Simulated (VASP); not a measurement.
Given:

```
Li2O
1.0
    0.00000     2.28848     2.28848
    2.28848     0.00000     2.28848
    2.28848     2.28848     0.00000
Li O
2 1
Cartesian
  1.14424   1.14424   1.14424
  3.43272   3.43272   3.43272
  0.00000   0.00000   0.00000
```

Level of theory: r2SCAN meta-GGA, VASP's PBE PAW potentials (set 64) (plane waves; VASP). Run with 520 eV cut-off, 10×10×10 Γ-centred mesh, Gaussian smearing of 0.050 eV, potentials Li_sv O.

Task: The job: Li$_{2}$O (antifluorite), 3 atoms, r2SCAN, static run, 520 eV, 10×10×10 Γ-centred mesh. Roughly how much core time does it take on a busy server core?

Result: About 60 core-seconds (one run on a shared machine, a rough figure). It had 47 irreducible k-points, 10 bands, up to 659 plane waves and 23 electronic steps.

The compound is Li2O in the antifluorite structure. It was relaxed first.
